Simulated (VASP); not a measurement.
Crystal: Al15CrN16 (a cell with a defect).

```
Cr Al N
1.0
     6.22000    0.00000    0.00000
    -3.11000    5.38668    0.00000
     0.00000    0.00000    9.96000
Cr Al N
1 15 16
Direct
  0.33089 0.16499 0.00517
  0.33112 0.16558 0.49734
  0.33574 0.66744 0.99990
  0.33428 0.66713 0.50040
  0.83697 0.17164 0.99797
  0.83255 0.16590 0.50038
  0.83694 0.66432 0.99807
  0.83269 0.66641 0.50049
  0.16316 0.33314 0.25179
  0.16841 0.33586 0.75116
  0.16308 0.82971 0.25170
  0.16834 0.83214 0.75115
  0.66230 0.33109 0.25087
  0.66890 0.33426 0.74912
  0.66655 0.83325 0.24807
  0.66902 0.83444 0.75133
  0.32569 0.16273 0.21082
  0.33333 0.16648 0.68899
  0.33245 0.66613 0.19262
  0.33812 0.66896 0.68891
  0.83105 0.16730 0.19121
  0.83448 0.16536 0.68894
  0.83091 0.66355 0.19125
  0.83439 0.66883 0.68905
  0.16423 0.33525 0.44297
  0.16242 0.34739 0.93777
  0.16430 0.82905 0.44292
  0.16230 0.81400 0.93768
  0.66746 0.33368 0.44248
  0.68677 0.34289 0.93296
  0.66711 0.83339 0.43911
  0.67115 0.83509 0.94152
```

Program: VASP 6.6.1. Alike in all runs: task single point; potentials or basis VASP PAW PBE potentials, release 64 (Cr_pv, Al, N); spin collinear, ferromagnetic start; cell as given; cutoff (eV) 450; smearing gaussian 0.03 eV; the mesh is coarse, so values aren't converged. Hardware: 4 MPI ranks on Intel(R) Xeon(R) Platinum 8259CL CPU @ 2.50GHz (Skylake/Cascade Lake), with other jobs on the host.

Q: Order these runs on this cell by their wall time, lowest first.
A. level PBEsol+U; U Cr d U = 3 eV; fixed moment (μB) 2; k mesh 3 × 3 × 2
B. level PBEsol; fixed moment (μB) 4; k mesh 3 × 3 × 2
C. level HSE06; fixed moment (μB) 4; k mesh 2 × 2 × 2; grid for exact exchange (PRECFOCK) Fast; screening parameter 0.2 1/A

A: B (330 s), A (670 s), C (2200 s).

Caveats: all runs use coarse meshes; the total moment is fixed, so each spin has its own Fermi level; only a ferromagnetic start was run, and an antiferromagnetic order may lie lower in energy.
